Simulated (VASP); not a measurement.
**A VASP study of AlRu (PBEsol): structure first, properties next**

Aim: relax AlRu, then compute properties on the relaxed cell. The steps: relaxing cell and atoms (PBEsol), second relaxation, single point with fields (PBEsol), band structure (PBEsol), density of states (PBEsol), volume scan with PBEsol and fit for PBEsol. The start is a cell from a database of measured crystal structures.

Main program and level: VASP 6.6.1; PBEsol; plane waves and PAW (Al, Ru_pv).

## Step 1: Set-up

Before any relaxation, the start is as follows. Symmetry: Pm-3m, No. 221, cubic system. Conventional cell: a = 2.992 Å, b = 2.992 Å, c = 2.992 Å, α = 90.00°, β = 90.00°, γ = 90.00°. Nearest to Al lie 8 Ru at 2.59 Å. Nearest to Ru lie 8 Al at 2.59 Å. Farther neighbours are not listed.

## Step 2: Relaxing cell and atoms (PBEsol)

The start need not lie at this functional's minimum. ISIF = 3 frees volume, shape and positions, and EDIFFG sets the threshold on forces and stress at which the search stops. PBEsol restores the gradient expansion of exchange and is tuned for the cells of solids.

File INCAR:

```
SYSTEM = AlRu
PREC = Accurate
ENCUT = 400
EDIFF = 1E-06
NELM = 100
ISMEAR = 1
SIGMA = 0.2
LREAL = .FALSE.
ALGO = Normal
GGA = PS
NBANDS = 14
LASPH = .TRUE.
LORBIT = 11
LWAVE = .FALSE.
LCHARG = .FALSE.
KPAR = 2
IBRION = 2
NSW = 60
ISIF = 3
EDIFFG = -0.01
```

File POSCAR:

```
AlRu
1.0
    2.9916000000      0.0000000000      0.0000000000
    0.0000000000      2.9916000000      0.0000000000
    0.0000000000      0.0000000000      2.9916000000
Al Ru
1 1
Direct
    0.0000000000      0.0000000000      0.0000000000
    0.5000000000      0.5000000000      0.5000000000
```

File KPOINTS:

```
Automatic mesh
0
Gamma
8 8 8
0 0 0
```

PAW data sets: Al and Ru_pv (PBE family, release 64).

Run with:

```sh
$ mpirun -np 2 vasp_std
```

The log of the run:

```text
[banner, memory and clock lines left out]
running    2 mpi-ranks, on    1 nodes
 distrk:  each k-point on    1 cores,    2 groups
 distr:  one band on    1 cores,    1 groups

 POSCAR found type information on POSCAR AlRu
 POSCAR found :  2 types and       2 ions
|                                                                             |
|               ----> ADVICE to this user running VASP <----                  |
|                                                                             |
|     You enforced a specific xc type in the INCAR file but a different       |
|     [... a line on the potential file left out ...]
|     I HOPE YOU KNOW WHAT YOU ARE DOING!                                     |
|                                                                             |

 LDA part: xc-table for (Slater+PW92), standard interpolation
 POSCAR, INCAR and KPOINTS ok, starting setup
 FFT: planning ... GRIDC
 FFT: planning ... GRID_SOFT
 FFT: planning ... GRID
 WAVECAR not read
 entering main loop
       N       E                     dE             d eps       ncg     rms          rms(c)
DAV:   1     0.858662288103E+02    0.85866E+02   -0.81325E+03  1068   0.904E+02
DAV:   2    -0.149076328118E+02   -0.10077E+03   -0.96230E+02  1070   0.274E+02
DAV:   3    -0.162630275329E+02   -0.13554E+01   -0.13473E+01  1172   0.340E+01
DAV:   4    -0.162749647809E+02   -0.11937E-01   -0.11936E-01  1212   0.316E+00
DAV:   5    -0.162751752837E+02   -0.21050E-03   -0.21050E-03  1294   0.350E-01    0.132E+01
DAV:   6    -0.155949440517E+02    0.68023E+00   -0.31622E+00   992   0.202E+01    0.253E+00
DAV:   7    -0.154947466930E+02    0.10020E+00   -0.28504E-01  1040   0.628E+00    0.217E+00
DAV:   8    -0.154766495523E+02    0.18097E-01   -0.23524E-02  1190   0.124E+00    0.225E-01
DAV:   9    -0.154764370925E+02    0.21246E-03   -0.84821E-04  1222   0.179E-01    0.148E-01
DAV:  10    -0.154764247967E+02    0.12296E-04   -0.47590E-05  1186   0.804E-02    0.202E-02
DAV:  11    -0.154764223031E+02    0.24936E-05   -0.63556E-06  1214   0.298E-02    0.769E-03
DAV:  12    -0.154764218172E+02    0.48583E-06   -0.12187E-07   730   0.344E-03
   1 F= -.15476422E+02 E0= -.15474279E+02  d E =-.154764E+02
 curvature:   0.00 expect dE= 0.000E+00 dE for cont linesearch  0.000E+00
 trial: gam= 0.00000 g(F)=  0.000E+00 g(S)=  0.221E-01 ort = 0.000E+00 (trialstep = 0.100E+01)
 search vector abs. value=  0.221E-01
 bond charge predicted
       N       E                     dE             d eps       ncg     rms          rms(c)
DAV:   1    -0.160537391930E+02   -0.57732E+00   -0.76834E+00  1028   0.350E+01    0.771E+00
DAV:   2    -0.155275492821E+02    0.52619E+00   -0.25863E+00  1004   0.187E+01    0.292E+00
DAV:   3    -0.154697621448E+02    0.57787E-01   -0.15521E-01  1004   0.453E+00    0.777E-01
DAV:   4    -0.154688014051E+02    0.96074E-03   -0.13410E-02  1118   0.889E-01    0.230E-01
DAV:   5    -0.154689838249E+02   -0.18242E-03   -0.32300E-04  1280   0.125E-01    0.119E-01
DAV:   6    -0.154690610566E+02   -0.77232E-04   -0.38849E-05  1208   0.497E-02    0.185E-02
DAV:   7    -0.154690634227E+02   -0.23661E-05   -0.19324E-06  1196   0.116E-02    0.563E-03
DAV:   8    -0.154690629380E+02    0.48473E-06   -0.52811E-08   760   0.231E-03
   2 F= -.15469063E+02 E0= -.15467038E+02  d E =0.735888E-02
 trial-energy change:    0.007359  1 .order    0.007826   -0.022124    0.037775
 step:   0.3804(harm=  0.3694)  dis= 0.00000  next Energy=   -15.480655 (dE=-0.423E-02)
 bond charge predicted
       N       E                     dE             d eps       ncg     rms          rms(c)
DAV:   1    -0.157072419462E+02   -0.23818E+00   -0.30228E+00  1022   0.222E+01    0.403E+00
DAV:   2    -0.155066234354E+02    0.20062E+00   -0.11032E+00   998   0.118E+01    0.150E+00
DAV:   3    -0.154807076205E+02    0.25916E-01   -0.66193E-02  1022   0.287E+00    0.284E-01
DAV:   4    -0.154805935795E+02    0.11404E-03   -0.43023E-03  1058   0.508E-01    0.107E-01
DAV:   5    -0.154806734760E+02   -0.79897E-04   -0.80709E-05  1230   0.662E-02    0.594E-02
DAV:   6    -0.154806979972E+02   -0.24521E-04   -0.16624E-05  1160   0.367E-02    0.831E-03
DAV:   7    -0.154806979835E+02    0.13704E-07   -0.72283E-07   944   0.763E-03
   3 F= -.15480698E+02 E0= -.15478597E+02  d E =-.427617E-02
 curvature:  -0.18 expect dE=-0.269E-08 dE for cont linesearch -0.269E-08
 trial: gam= 0.00000 g(F)=  0.193E-65 g(S)=  0.146E-07 ort =-0.180E-04 (trialstep = 0.876E+00)
 search vector abs. value=  0.147E-07
 reached required accuracy - stopping structural energy minimisation
```

Wall time 6.8 s (2 MPI ranks of AMD EPYC 9R14 (Zen 4), shared host); peak memory 0.21 GiB.

Lines that name or quote the potential files are left out of all logs, and their timing lines are given in words.

Parts of OUTCAR (step 2):

```text
ion  position               nearest neighbor table
   1  0.000  0.000  0.000-   2 2.59   2 2.59   2 2.59   2 2.59   2 2.59   2 2.59   2 2.59   2 2.59

  LATTYP: Found a simple cubic cell.
 ALAT       =     2.9916000000

 Subroutine GETGRP returns: Found 48 space group operations
 (whereof 48 operations were pure point group operations)

The static configuration has the point symmetry O_h .

 Found     35 irreducible k-points:

   k-points           NKPTS =     35   k-points in BZ     NKDIM =     35   number of bands    NBANDS=     14

   dimension x,y,z NGX =    20 NGY =   20 NGZ =   20
   dimension x,y,z NGXF=    40 NGYF=   40 NGZF=   40

   ENCUT  =  400.0 eV  29.40 Ry    5.42 a.u.   4.88  4.88  4.88*2*pi/ulx,y,z

   NELECT =      17.0000    total number of electrons

 k-points in reciprocal lattice and weights: Automatic mesh
   0.00000000  0.00000000  0.00000000       0.002
   0.12500000  0.00000000  0.00000000       0.012
   0.25000000  0.00000000  0.00000000       0.012
   0.37500000  0.00000000  0.00000000       0.012
   0.50000000  0.00000000  0.00000000       0.006
   0.12500000  0.12500000  0.00000000       0.023
   0.25000000  0.12500000  0.00000000       0.047
   0.37500000  0.12500000  0.00000000       0.047
   0.50000000  0.12500000  0.00000000       0.023
[...]
0.50000000  0.50000000  0.37500000       0.012
   0.50000000  0.50000000  0.50000000       0.002

 average (electrostatic) potential at core
       1 -68.0497       2 -67.7826

 E-fermi :  10.8688

 k-point     1 :       0.0000    0.0000    0.0000
  band No.  band energies     occupation
    ...
      2     -30.8743      2.00000
      3     -30.8743      2.00000
      4       1.0387      2.00000
      5       7.1482      2.00000
      6       7.1482      2.00000
      7      11.0298      0.01753
      8      11.0298      0.01753
      9      11.0298      0.01753
     10      16.9597      0.00000
     11      16.9597      0.00000
    ...

 k-point     2 :       0.1250    0.0000    0.0000
  band No.  band energies     occupation
    ...
      4       1.3414      2.00000
      5       7.2448      2.00000
      6       7.2538      2.00000
      7      10.6714      2.04753
      8      10.6714      2.04753
      9      11.0668     -0.04812
     10      15.7232      0.00000
     11      17.5457      0.00000
     12      17.5457      0.00000
     13      21.2449      0.00000
    ...

 k-point     3 :       0.2500    0.0000    0.0000
  band No.  band energies     occupation
    ...
      4       2.2064      2.00000
      5       7.2611      2.00000
      6       7.5268      2.00000
      7       9.9703      2.00000
      8       9.9703      2.00000
      9      11.1581     -0.05993
     10      13.9808     -0.00000
     11      18.9319      0.00000
     12      18.9319      0.00000
     13      19.8853      0.00000
    ...

  Total        0.0004490      0.0004490      0.0004490     -0.0000000      0.0000000     -0.0000000
  in kB        0.0272820      0.0272820      0.0272820     -0.0000000      0.0000000     -0.0000000
  external PRESSURE =       0.0272820 kB  Pullay stress =       0.0000000 kB

  energy-cutoff  :      400.00
  volume of cell :       26.37
      direct lattice vectors                 reciprocal lattice vectors
     2.976423108 -0.000000000  0.000000000     0.335973739 -0.000000000  0.000000000
     0.000000000  2.976423108  0.000000000     0.000000000  0.335973739  0.000000000
    -0.000000000 -0.000000000  2.976423108    -0.000000000 -0.000000000  0.335973739

 POSITION                                       TOTAL-FORCE (eV/Angst)
 -----------------------------------------------------------------------------------
      0.00000      0.00000      0.00000        -0.000000     -0.000000      0.000000
      1.48821      1.48821      1.48821         0.000000      0.000000      0.000000
 -----------------------------------------------------------------------------------
    total drift:                               -0.000000      0.000000      0.000000

  FREE ENERGIE OF THE ION-ELECTRON SYSTEM (eV)
  ---------------------------------------------------
  free  energy   TOTEN  =       -15.4806979835 eV

  energy  without entropy=      -15.4743950780  energy(sigma->0) =      -15.47859701

 reached required accuracy - stopping structural energy minimisation

 total charge
# of ion       s       p       d       tot
------------------------------------------
    1        0.393   0.426   0.000   0.819
    2        0.339   6.252   6.228  12.819
--------------------------------------------------
tot          0.732   6.678   6.228  13.638

[... 3 further parts left out ...]
```

CONTCAR:

```
AlRu
   1.00000000000000
     2.9764231082373240   -0.0000000000000000    0.0000000000000000
     0.0000000000000000    2.9764231082373240    0.0000000000000000
    -0.0000000000000000   -0.0000000000000000    2.9764231082373240
  Al              Ru
     1     1
Direct
     0.0000000000000000    0.0000000000000000    0.0000000000000000
     0.5000000000000000    0.5000000000000000    0.5000000000000000
```

This run has no spin polarisation. Its electron count is odd, so without a moment it is a metal by construction. The k-mesh is coarse for a metal. The PAW data sets were made with PBE, which is usual practice but a small mismatch for other functionals. The run keeps the 48 symmetry operations of its start, so it cannot find a distortion of lower symmetry.

Step by step:

| step | energy less that of the first step (eV) | largest force (eV/Å) | pressure (GPa) | volume (Å³) |
| --- | --- | --- | --- | --- |
| 1 | 0.0000 | 0.0000 | -3.31 | 26.77 |
| 2 | 0.0074 | 0.0000 | 5.88 | 25.72 |
| 3 | -0.0043 | 0.0000 | 0.00 | 26.37 |

| conventional cell, symmetrised | before | after | change |
| --- | --- | --- | --- |
| a (Å) | 2.992 | 2.976 | -0.5 % |
| b (Å) | 2.992 | 2.976 | -0.5 % |
| c (Å) | 2.992 | 2.976 | -0.5 % |
| volume (Å³/atom) | 13.39 | 13.18 | -1.5 % |

Final coordinates:

```xyz
2
Lattice="2.9764 0.0000 0.0000 0.0000 2.9764 0.0000 0.0000 0.0000 2.9764" Properties=species:S:1:pos:R:3 pbc="T T T"
Al    0.0000    0.0000    0.0000
Ru    1.4882    1.4882    1.4882
```

Numbers from this step:

| Item | Value |
| --- | --- |
| electrons | 17 |
| bands | 14 |
| irreducible k-points | 35 |
| symmetry operations | 48 |
| free energy (TOTEN) | -15.48 eV |
| energy at zero smearing | -15.48 eV |
| Fermi energy | 10.87 eV |
| pressure | 0.002728 GPa |
| metallic | yes |
| SCF cycles over all ionic steps | 27 |

It ends with forces that vanish by symmetry and a pressure of 0.00 GPa. The volume lies -1.5 % from that of the database's start, which holds the thermal and zero-point expansion of its experiment.

## Step 3: Second relaxation

A relaxation keeps the plane waves of the cell it began with, so it is repeated from the new cell, on a basis made for it.

INCAR is that of step 2.

File POSCAR:

```
AlRu
1.0
    2.9764231082      0.0000000000      0.0000000000
    0.0000000000      2.9764231082      0.0000000000
    0.0000000000      0.0000000000      2.9764231082
Al Ru
1 1
Direct
    0.0000000000      0.0000000000      0.0000000000
    0.5000000000      0.5000000000      0.5000000000
```

KPOINTS is that of step 2.

Run with:

```sh
$ mpirun -np 2 vasp_std
```

The log of the run:

```text
[banner, memory and clock lines left out]
running    2 mpi-ranks, on    1 nodes
 distrk:  each k-point on    1 cores,    2 groups
 distr:  one band on    1 cores,    1 groups

 POSCAR found type information on POSCAR AlRu
 POSCAR found :  2 types and       2 ions
 [... a notice as in an earlier step ...]

 LDA part: xc-table for (Slater+PW92), standard interpolation
 POSCAR, INCAR and KPOINTS ok, starting setup
 FFT: planning ... GRIDC
 FFT: planning ... GRID_SOFT
 FFT: planning ... GRID
 WAVECAR not read
 entering main loop
       N       E                     dE             d eps       ncg     rms          rms(c)
DAV:   1     0.942677024556E+02    0.94268E+02   -0.82556E+03  1042   0.913E+02
DAV:   2    -0.147380842346E+02   -0.10901E+03   -0.10484E+03  1124   0.287E+02
DAV:   3    -0.162682407482E+02   -0.15302E+01   -0.15258E+01  1178   0.360E+01
DAV:   4    -0.162815578718E+02   -0.13317E-01   -0.13315E-01  1294   0.335E+00
DAV:   5    -0.162817790083E+02   -0.22114E-03   -0.22113E-03  1260   0.336E-01    0.136E+01
DAV:   6    -0.155927419286E+02    0.68904E+00   -0.31293E+00   992   0.202E+01    0.254E+00
DAV:   7    -0.154972131900E+02    0.95529E-01   -0.27202E-01  1088   0.616E+00    0.225E+00
DAV:   8    -0.154796086219E+02    0.17605E-01   -0.25939E-02  1190   0.120E+00    0.234E-01
DAV:   9    -0.154794165542E+02    0.19207E-03   -0.61070E-04  1222   0.156E-01    0.150E-01
DAV:  10    -0.154794048601E+02    0.11694E-04   -0.48928E-05  1246   0.827E-02    0.185E-02
DAV:  11    -0.154794022523E+02    0.26078E-05   -0.76094E-06  1160   0.332E-02    0.722E-03
DAV:  12    -0.154794017540E+02    0.49832E-06   -0.22703E-07   826   0.467E-03
   1 F= -.15479402E+02 E0= -.15477301E+02  d E =-.154794E+02
 curvature:   0.00 expect dE= 0.000E+00 dE for cont linesearch  0.000E+00
 trial: gam= 0.00000 g(F)=  0.000E+00 g(S)=  0.745E-05 ort = 0.000E+00 (trialstep = 0.100E+01)
 search vector abs. value=  0.745E-05
 reached required accuracy - stopping structural energy minimisation
```

Wall time 3.4 s (2 MPI ranks); peak memory 0.2 GiB.

OUTCAR, selected parts (step 3):

```text
  LATTYP: Found a simple cubic cell.
 ALAT       =     2.9764231082

The static configuration has the point symmetry O_h .

 Found     35 irreducible k-points:

   ENCUT  =  400.0 eV  29.40 Ry    5.42 a.u.   4.85  4.85  4.85*2*pi/ulx,y,z

   NELECT =      17.0000    total number of electrons

 E-fermi :  10.8690

 k-point     1 :       0.0000    0.0000    0.0000
  band No.  band energies     occupation
    ...
      2     -30.8740      2.00000
      3     -30.8740      2.00000
      4       1.0387      2.00000
      5       7.1483      2.00000
      6       7.1483      2.00000
      7      11.0299      0.01754
      8      11.0299      0.01754
      9      11.0299      0.01754
     10      16.9597      0.00000
     11      16.9597      0.00000
    ...

 k-point     2 :       0.1250    0.0000    0.0000
  band No.  band energies     occupation
    ...
      4       1.3414      2.00000
      5       7.2449      2.00000
      6       7.2539      2.00000
      7      10.6715      2.04754
      8      10.6715      2.04754
      9      11.0670     -0.04812
     10      15.7233      0.00000
     11      17.5458      0.00000
     12      17.5458      0.00000
     13      21.2450      0.00000
    ...

  Total       -0.0101478     -0.0101478     -0.0101478      0.0000000     -0.0000000      0.0000000
  in kB       -0.6165947     -0.6165947     -0.6165947      0.0000000     -0.0000000      0.0000000
  external PRESSURE =      -0.6165947 kB  Pullay stress =       0.0000000 kB

  energy-cutoff  :      400.00
  volume of cell :       26.37
      direct lattice vectors                 reciprocal lattice vectors
     2.976423108  0.000000000  0.000000000     0.335973739  0.000000000  0.000000000
     0.000000000  2.976423108  0.000000000     0.000000000  0.335973739  0.000000000
     0.000000000  0.000000000  2.976423108     0.000000000  0.000000000  0.335973739

 POSITION                                       TOTAL-FORCE (eV/Angst)
 -----------------------------------------------------------------------------------
      0.00000      0.00000      0.00000         0.000000      0.000000      0.000000
      1.48821      1.48821      1.48821         0.000000      0.000000      0.000000
 -----------------------------------------------------------------------------------
    total drift:                               -0.000000      0.000000      0.000000

  FREE ENERGIE OF THE ION-ELECTRON SYSTEM (eV)
  ---------------------------------------------------
  free  energy   TOTEN  =       -15.4794017540 eV

  energy  without entropy=      -15.4730994672  energy(sigma->0) =      -15.47730099

[... 6 parts as in an earlier step ...]

[... 6 further parts left out ...]
```

CONTCAR:

```
AlRu
   1.00000000000000
     2.9764231082000001    0.0000000000000000    0.0000000000000000
     0.0000000000000000    2.9764231082000001    0.0000000000000000
     0.0000000000000000    0.0000000000000000    2.9764231082000001
  Al              Ru
     1     1
Direct
     0.0000000000000000    0.0000000000000000    0.0000000000000000
     0.5000000000000000    0.5000000000000000    0.5000000000000000
```

Little changed from the start: no atom moved by 0.005 Å and no cell edge by 0.1 %.

Numbers from this step:

* pressure: -0.06166 GPa
* SCF cycles over all ionic steps: 12

It ends with forces that vanish by symmetry and a pressure of -0.06 GPa. The volume moved by under 0.01 %: the run met its threshold at the first step.

[end of part 1 of 4]

[Lines on the potential files, build, host, timing and source positions are cut from VASP's logs without a mark.]

[Logs are printed without paths, hosts, clocks, repeated set-up lines and the standing remarks that a program may print on its own settings, such as how far it seeks lower states.]

[Hosts, paths, dates, database ids (printed as entryN), source tags and the programs' standing remarks are cut or masked in the printed files.]

[A measured line is paired with the nearest computed mode of its activity, which favours agreement.]
